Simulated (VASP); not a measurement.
# Zr (Zirconium) with PBE + D3(BJ): from relaxation to properties, part 2 of 5

What structure and properties does PBE + D3(BJ) give Zr (Zirconium), and how near are they to the measured ones? The start is a cell from a database of measured crystal structures.

VASP 6.6.1, plane waves and PAW; the level of theory is named at each step.

Still holding for the runs below: The k-mesh is coarse for a metal.

So far. Step 2 (Relaxing cell and atoms (PBE + D3(BJ))): It ends with forces that vanish by symmetry and a pressure of -0.01 GPa. The volume lies -3.6 % from that of the database's start, which holds the thermal and zero-point expansion of its experiment. Step 3 (Second relaxation): It ends with forces that vanish by symmetry and a pressure of 0.01 GPa. The volume moved by only 0.11 %, so the cell is settled.

### 4. Single point with fields (PBE + D3(BJ))

Level of this step: PBE with D3(BJ); plane waves and PAW (Zr_sv) (VASP).

A single point on the relaxed cell gives a clean self-consistent state, with density, ELF and potential written out.

The input, INCAR:

```
SYSTEM = Zr
PREC = Accurate
ENCUT = 400
EDIFF = 1E-06
NELM = 100
ISMEAR = 1
SIGMA = 0.2
LREAL = .FALSE.
ALGO = Normal
GGA = PE
IVDW = 12
NBANDS = 18
LORBIT = 11
LWAVE = .FALSE.
LCHARG = .TRUE.
ISIF = 2
LELF = .TRUE.
LVHAR = .TRUE.
```

The input, POSCAR:

```
Zr
1.0
    3.1925578549      0.0000000000      0.0000000000
   -1.5962789275      2.7648362053      0.0000000000
    0.0000000000      0.0000000000      5.0802816299
Zr
2
Direct
    0.3333333333      0.6666666667      0.2500000000
    0.6666666667      0.3333333333      0.7500000000
```

The input, KPOINTS:

```
Automatic mesh
0
Gamma
7 7 4
0 0 0
```

PAW data sets: Zr_sv (PBE family, release 64).

On the command line:

```
$ mpirun -np 2 vasp_std
```

The program printed:

```text
[banner, memory and clock lines left out]
running    2 mpi-ranks, on    1 nodes
 distrk:  each k-point on    2 cores,    1 groups
 distr:  one band on    1 cores,    2 groups

 POSCAR found type information on POSCAR Zr
 POSCAR found :  1 types and       2 ions
 LDA part: xc-table for (Slater+PW92), standard interpolation
 POSCAR, INCAR and KPOINTS ok, starting setup
 FFT: planning ... GRIDC
 FFT: planning ... GRID_SOFT
 FFT: planning ... GRID
 WAVECAR not read
 entering main loop
       N       E                     dE             d eps       ncg     rms          rms(c)
DAV:   1     0.184383044756E+03    0.18438E+03   -0.11716E+04   864   0.110E+03
DAV:   2    -0.358472028993E+01   -0.18797E+03   -0.18519E+03  1046   0.342E+02
DAV:   3    -0.173953535061E+02   -0.13811E+02   -0.13750E+02  1572   0.664E+01
DAV:   4    -0.176541323222E+02   -0.25878E+00   -0.25860E+00  1012   0.101E+01
DAV:   5    -0.176630611944E+02   -0.89289E-02   -0.89275E-02  1264   0.117E+00    0.153E+01
DAV:   6    -0.171044583770E+02    0.55860E+00   -0.87721E-01   920   0.754E+00    0.620E+00
DAV:   7    -0.169978702245E+02    0.10659E+00   -0.59112E-01  1204   0.539E+00    0.112E+00
DAV:   8    -0.170040875106E+02   -0.62173E-02   -0.39535E-02  1100   0.153E+00    0.267E-01
DAV:   9    -0.170042191331E+02   -0.13162E-03   -0.13948E-03  1072   0.347E-01    0.377E-02
DAV:  10    -0.170041769872E+02    0.42146E-04   -0.29761E-05  1198   0.365E-02    0.221E-02
DAV:  11    -0.170041784701E+02   -0.14829E-05   -0.80789E-06   908   0.318E-02    0.307E-03
DAV:  12    -0.170041784163E+02    0.53774E-07   -0.34314E-07   512   0.396E-03
   1 F= -.18103089E+02 E0= -.18103179E+02  d E =0.272101E-03
```

The job ended after 9.8 s (2 MPI ranks of AMD EPYC 7R43, shared host; peak memory 0.21 GiB).

From OUTCAR (step 4):

```text
  LATTYP: Found a hexagonal cell.
 ALAT       =     3.1925578549
 C/A-ratio  =     1.5912888226

 Found     24 irreducible k-points:

   ENCUT  =  400.0 eV  29.40 Ry    5.42 a.u.   5.21  5.21  8.28*2*pi/ulx,y,z

   NELECT =      24.0000    total number of electrons

 E-fermi :   9.5013

 k-point     1 :       0.0000    0.0000    0.0000
  band No.  band energies     occupation
    ...
      6     -16.8057      2.00000
      7     -16.7992      2.00000
      8     -16.7992      2.00000
      9       3.7026      2.00000
     10       6.2882      2.00000
     11      10.2890     -0.00000
     12      10.2890     -0.00000
     13      10.4577     -0.00000
     14      10.7476     -0.00000
     15      11.0224     -0.00000
    ...

 k-point     2 :       0.1429   -0.0000    0.0000
  band No.  band energies     occupation
    ...
      7     -16.8363      2.00000
      8     -16.8190      2.00000
      9       4.2793      2.00000
     10       6.7900      2.00000
     11       9.3859      1.81889
     12       9.6802     -0.02077
     13      10.5453     -0.00000
     14      10.8371     -0.00000
     15      11.1683     -0.00000
     16      11.1802     -0.00000
    ...

 Edisp (eV)   -1.09891

  Total       0.00825     0.00825    -0.00832    -0.00000    -0.00000    -0.00000
  in kB       0.29460     0.29460    -0.29725    -0.00000    -0.00000    -0.00000
  external pressure =        0.10 kB  Pullay stress =        0.00 kB

  energy-cutoff  :      400.00
  volume of cell :       44.84
      direct lattice vectors                 reciprocal lattice vectors
     3.192557855  0.000000000  0.000000000     0.313228466  0.180842539  0.000000000
    -1.596278927  2.764836205  0.000000000     0.000000000  0.361685079  0.000000000
     0.000000000  0.000000000  5.080281630     0.000000000  0.000000000  0.196839481

 POSITION                                       TOTAL-FORCE (eV/Angst)
 -----------------------------------------------------------------------------------
     -0.00000      1.84322      1.27007        -0.000000     -0.000000      0.000000
      1.59628      0.92161      3.81021         0.000000      0.000000      0.000000
 -----------------------------------------------------------------------------------
    total drift:                               -0.000000      0.000000     -0.000000

  FREE ENERGIE OF THE ION-ELECTRON SYSTEM (eV)
  ---------------------------------------------------
  free  energy   TOTEN  =       -18.1030887350 eV

  energy  without entropy=      -18.1033608355  energy(sigma->0) =      -18.10317944

[... 7 parts as in an earlier step ...]

[... 5 further parts left out ...]
```

This step gave:

```
SCF cycles : 12
pressure   : 0.009732 GPa
```

Valence electrons inside each PAW sphere by angular momentum. Sphere charges, by row:

```csv
atom,s (e),p (e),d (e),tot (e)
Zr1,2.239,5.962,1.667,9.867
Zr2,2.239,5.962,1.667,9.867
```

ELF in the ac plane at fractional y = 0.333, with atoms of Zr within 0.2 Å of it. It is the smooth field of the valence electrons, not physical close to the nuclei.

Ten even steps from '_' (0.14) to '@' (0.82):
```
..--====--::______........______
__::====--..____..--++++==::____
__..----::____::++##%%%%%%**--__
____::::..__..++%%@@@@@@@@%%**::
____....____--##@@@@@@@@@@@@%%==
..__....____==%%@@@@@@@@@@@@@@++
..__....____==%%@@@@@@@@@@@@@@++
____....____--##@@@@@@@@@@@@%%==
____::::..__..++%%@@@@@@@@%%**::
__..----::____::++##%%%%%%**--__
__::====--..____..--++++==::____
..--====--::______........______
::::::::::::....................
..............::------------::::
____________..::==++******==--..
______________::==**######++::__
____......____..--**##%%##==..__
__::----::..__..--++##%%**==..__
..--====--::....::++####**--..__
..--====--::....::++####**--..__
__::----::..__..--++##%%**==..__
____......____..--**##%%##==..__
______________::==**######++::__
____________..::==++******==--..
..............::------------::::
::::::::::::....................
```
Columns run along a (3.2 Å), rows up along c (5.1 Å). Atoms in or near the plane, at fractional coordinates: Zr at (0.67, 0.75).

Electrostatic potential energy in the ac plane at fractional y = 0.333, with atoms of Zr within 0.2 Å of it. With pseudopotentials it is smooth inside the atoms' cores, unlike the true potential.

Ten even steps from '_' (-65 eV) to '@' (1 eV):
```
@@@@@@@@@@@@@@@@@@%%%%%%%%%%@@@@
@@@@@@@@@@@@@@%%##**++++++**%%@@
@@@@@@@@@@@@%%##++--::::--==**%%
%%@@@@@@@@@@##++--..____..::==**
%%@@@@@@@@%%**--..________..--++
##@@@@@@@@%%**--..__________::++
##@@@@@@@@%%**--..__________::++
%%@@@@@@@@%%**--..________..--++
%%@@@@@@@@@@##++--..____..::==**
@@@@@@@@@@@@%%##++--::::--==**%%
@@@@@@@@@@@@@@%%##**++++++**%%@@
@@@@@@@@@@@@@@@@@@%%%%%%%%%%@@@@
@@@@@@@@@@@@@@@@@@@@@@@@@@@@@@@@
@@@@@@@@@@@@@@@@@@@@@@@@@@@@@@@@
@@@@@@@@@@@@@@@@@@@@@@@@@@@@@@@@
@@@@%%%%%%@@@@@@@@@@@@@@@@@@@@@@
%%%%######%%@@@@@@@@@@@@@@@@@@@@
%%##******##%%@@@@@@@@@@@@@@@@@@
##****++**##%%@@@@@@@@@@@@@@@@%%
##****++**##%%@@@@@@@@@@@@@@@@%%
%%##******##%%@@@@@@@@@@@@@@@@@@
%%%%######%%@@@@@@@@@@@@@@@@@@@@
@@@@%%%%%%@@@@@@@@@@@@@@@@@@@@@@
@@@@@@@@@@@@@@@@@@@@@@@@@@@@@@@@
@@@@@@@@@@@@@@@@@@@@@@@@@@@@@@@@
@@@@@@@@@@@@@@@@@@@@@@@@@@@@@@@@
```
Columns run along a (3.2 Å; values clipped at the 3rd and 97th percentile), rows up along c (5.1 Å). Atoms in or near the plane, at fractional coordinates: Zr at (0.67, 0.75).

Valence density in the ac plane at fractional y = 0.333, with atoms of Zr within 0.2 Å of it. It is the smooth field of the valence electrons, not physical close to the nuclei.

Ten even steps from '_' (0.2 e/Å³) to '@' (5.9 e/Å³):
```
________________________________
__________________........______
________________..::----::..____
______________..::==****++--..__
______________::==##%%%%##++::..
____________..::++%%@@@@@@**--..
____________..::++%%@@@@@@**--..
______________::==##%%%%##++::..
______________..::==****++--..__
________________..::----::..____
__________________........______
________________________________
________________________________
________________________________
________________________________
________________________________
________________________________
________________________________
____....________________________
____....________________________
________________________________
________________________________
________________________________
________________________________
________________________________
________________________________
```
Columns run along a (3.2 Å), rows up along c (5.1 Å). Atoms in or near the plane, at fractional coordinates: Zr at (0.67, 0.75).

In this run the pressure is 0.01 GPa, small enough to go on.

### 5. Bands along the symmetry lines (PBE + D3(BJ))

The mesh alone shows little of the dispersion and can miss band extrema, so KPOINTS_OPT adds a path through the symmetry points after the self-consistent cycle.

The input, INCAR:

```
SYSTEM = Zr
PREC = Accurate
ENCUT = 400
EDIFF = 1E-06
NELM = 100
ISMEAR = 1
SIGMA = 0.2
LREAL = .FALSE.
ALGO = Normal
GGA = PE
IVDW = 12
NBANDS = 24
LORBIT = 11
LWAVE = .FALSE.
LCHARG = .FALSE.
KPAR = 2
```

POSCAR is that of step 4.

KPOINTS is that of step 4.

The input, KPOINTS_OPT:

```
Line mode
16
Line-mode
Reciprocal
  0.00000000   0.00000000   0.00000000 GAMMA
  0.50000000   0.00000000   0.00000000 M

  0.50000000   0.00000000   0.00000000 M
  0.33333333   0.33333333   0.00000000 K

  0.33333333   0.33333333   0.00000000 K
  0.00000000   0.00000000   0.00000000 GAMMA

  0.00000000   0.00000000   0.00000000 GAMMA
  0.00000000   0.00000000   0.50000000 A

  0.00000000   0.00000000   0.50000000 A
  0.50000000   0.00000000   0.50000000 L

  0.50000000   0.00000000   0.50000000 L
  0.33333333   0.33333333   0.50000000 H

  0.33333333   0.33333333   0.50000000 H
  0.00000000   0.00000000   0.50000000 A

  0.50000000   0.00000000   0.50000000 L
  0.50000000   0.00000000   0.00000000 M

  0.33333333   0.33333333   0.00000000 K
  0.33333333   0.33333333   0.50000000 H
```

On the command line:

```
$ mpirun -np 2 vasp_std
```

The program printed:

```text
[... set-up lines as in an earlier step ...]
 entering main loop
       N       E                     dE             d eps       ncg     rms          rms(c)
DAV:   1     0.182564054161E+03    0.18256E+03   -0.11265E+04  1152   0.829E+02
DAV:   2    -0.392353723749E+01   -0.18649E+03   -0.18097E+03  1392   0.279E+02
DAV:   3    -0.174148426461E+02   -0.13491E+02   -0.13299E+02  2136   0.508E+01
DAV:   4    -0.176593237223E+02   -0.24448E+00   -0.24445E+00  1256   0.728E+00
DAV:   5    -0.176629972293E+02   -0.36735E-02   -0.36733E-02  1544   0.693E-01    0.153E+01
DAV:   6    -0.171052376064E+02    0.55776E+00   -0.64121E-01  1248   0.566E+00    0.620E+00
DAV:   7    -0.169970930175E+02    0.10814E+00   -0.41230E-01  1504   0.406E+00    0.106E+00
DAV:   8    -0.170041643057E+02   -0.70713E-02   -0.33276E-02  1480   0.134E+00    0.139E-01
DAV:   9    -0.170042080976E+02   -0.43792E-04   -0.97464E-04  1656   0.169E-01    0.547E-02
DAV:  10    -0.170041878303E+02    0.20267E-04   -0.29829E-05  1352   0.427E-02    0.215E-02
DAV:  11    -0.170041784449E+02    0.93854E-05   -0.13899E-05  1616   0.147E-02    0.373E-03
DAV:  12    -0.170041779725E+02    0.47238E-06   -0.26019E-07   808   0.351E-03
   1 F= -.18103088E+02 E0= -.18103179E+02  d E =0.272421E-03
 Start KPOINTS_OPT (optional k-point list driver)
k-point batch [1-24\144]
       N       E                     dE             ncg
DAV:   1    -0.231391445692E+04   -0.14980E+05     1152
DAV:   2    -0.694044068783E+04   -0.46265E+04     1424
DAV:   3    -0.726869784779E+04   -0.32826E+03     2096
DAV:   4    -0.727647692025E+04   -0.77791E+01     1248
DAV:   5    -0.727658500273E+04   -0.10808E+00     1640
DAV:   6    -0.727658595336E+04   -0.95063E-03     1264
DAV:   7    -0.727658597811E+04   -0.24751E-04     1624
DAV:   8    -0.727658597883E+04   -0.72063E-06      896
[...]
k-point batch [121-144\144]
       N       E                     dE             ncg
DAV:   1    -0.262213621299E+04   -0.23887E+05     1168
DAV:   2    -0.694088080043E+04   -0.43187E+04     1336
DAV:   3    -0.725284592637E+04   -0.31197E+03     2160
DAV:   4    -0.726013080064E+04   -0.72849E+01     1208
DAV:   5    -0.726020395241E+04   -0.73152E-01     1592
DAV:   6    -0.726020467642E+04   -0.72401E-03     1296
DAV:   7    -0.726020469576E+04   -0.19339E-04     1544
DAV:   8    -0.726020469602E+04   -0.25751E-06      912
```

Run time: 46 s. Hardware: 2 MPI ranks; peak memory 0.29 GiB.

From OUTCAR (step 5):

```text
   k-points           NKPTS =     24   k-points in BZ     NKDIM =     24   number of bands    NBANDS=     24

   NELECT =      24.0000    total number of electrons

 E-fermi :   9.5013

 k-point     1 :       0.0000    0.0000    0.0000
  band No.  band energies     occupation
    ...
      6     -16.8058      2.00000
      7     -16.7992      2.00000
      8     -16.7992      2.00000
      9       3.7027      2.00000
     10       6.2882      2.00000
     11      10.2890     -0.00000
     12      10.2890     -0.00000
     13      10.4577     -0.00000
     14      10.7477     -0.00000
     15      11.0224     -0.00000
    ...

 Edisp (eV)   -1.09891

  Total       0.00951     0.00951    -0.00738    -0.00000     0.00000     0.00000
  in kB       0.33966     0.33966    -0.26384    -0.00000     0.00000     0.00000
  external pressure =        0.14 kB  Pullay stress =        0.00 kB

  FREE ENERGIE OF THE ION-ELECTRON SYSTEM (eV)
  ---------------------------------------------------
  free  energy   TOTEN  =       -18.1030882912 eV

  energy  without entropy=      -18.1033607121  energy(sigma->0) =      -18.10317910

[... 11 parts as in an earlier step ...]

[... 6 further parts left out ...]
```

This step gave:

| Item | Value |
| --- | --- |
| bands | 24 |
| pressure | 0.01385 GPa |

Electronic bands along the path, in eV, zero at the Fermi level; # counts the bands kept, so #1 is VASP's band 9:

| point | #1 | #2 | #3 | #4 | #5 | #6 | #7 | #8 |
| --- | --- | --- | --- | --- | --- | --- | --- | --- |
| Γ | -5.80 | -3.21 | 0.79 | 0.79 | 0.96 | 1.25 | 1.52 | 1.52 |
| 0.53 of the way | -4.05 | -2.18 | -1.16 | -0.66 | 0.64 | 1.03 | 1.20 | 2.61 |
| M | -2.78 | -2.64 | -2.33 | -0.21 | 0.44 | 0.75 | 1.46 | 5.03 |
| 0.47 of the way | -2.31 | -2.26 | -2.19 | -0.59 | 0.22 | 0.61 | 1.55 | 4.52 |
| K | -2.32 | -1.45 | -1.45 | -1.23 | 0.20 | 0.20 | 1.81 | 4.42 |
| 0.47 of the way | -3.51 | -1.65 | -1.43 | -1.25 | 0.37 | 0.65 | 1.41 | 2.54 |
| Γ | -5.80 | -3.21 | 0.79 | 0.79 | 0.96 | 1.25 | 1.52 | 1.52 |
| 0.47 of the way | -5.34 | -3.25 | 0.51 | 0.61 | 0.62 | 0.62 | 1.20 | 1.20 |
| A | -4.04 | -4.04 | -0.03 | -0.03 | 0.69 | 0.69 | 0.69 | 0.69 |
| 0.53 of the way | -2.95 | -2.95 | -0.90 | -0.90 | 0.41 | 0.41 | 1.83 | 1.83 |
| L | -3.06 | -3.06 | -1.20 | -1.20 | 1.69 | 1.69 | 2.20 | 2.20 |
| 0.47 of the way | -2.61 | -2.61 | -0.94 | -0.94 | 0.39 | 0.39 | 2.38 | 2.38 |
| H | -1.59 | -1.59 | -1.41 | -1.41 | -0.07 | -0.07 | 2.02 | 2.02 |
| 0.47 of the way | -2.65 | -2.65 | -0.81 | -0.81 | -0.02 | -0.02 | 1.83 | 1.83 |
| A | -4.04 | -4.04 | -0.03 | -0.03 | 0.69 | 0.69 | 0.69 | 0.69 |
| jump to L | -3.06 | -3.06 | -1.20 | -1.20 | 1.69 | 1.69 | 2.20 | 2.20 |
| 0.47 of the way | -3.23 | -2.67 | -1.30 | -1.20 | 0.96 | 1.11 | 1.87 | 3.94 |
| M | -2.78 | -2.64 | -2.33 | -0.21 | 0.44 | 0.75 | 1.46 | 5.03 |
| jump to K | -2.32 | -1.45 | -1.45 | -1.23 | 0.20 | 0.20 | 1.81 | 4.42 |
| 0.47 of the way | -2.03 | -1.50 | -1.50 | -1.21 | 0.05 | 0.05 | 1.74 | 3.55 |
| H | -1.59 | -1.59 | -1.41 | -1.41 | -0.07 | -0.07 | 2.02 | 2.02 |

There is no gap at this level.

Of the bands kept, 4 cross the Fermi level on this path.

(Continued in part 3 of 5.)

[Lines on the potential files, build, host, timing and source positions are cut from VASP's logs without a mark.]

[Logs are printed without paths, hosts, clocks, repeated set-up lines and the standing remarks that a program may print on its own settings, such as how far it seeks lower states.]

[Hosts, paths, dates, database ids (printed as entryN), source tags and the programs' standing remarks are cut or masked in the printed files.]

[Measured values are set beside computed ones only where the two were judged alike; some that the calculation misses by far are left out.]
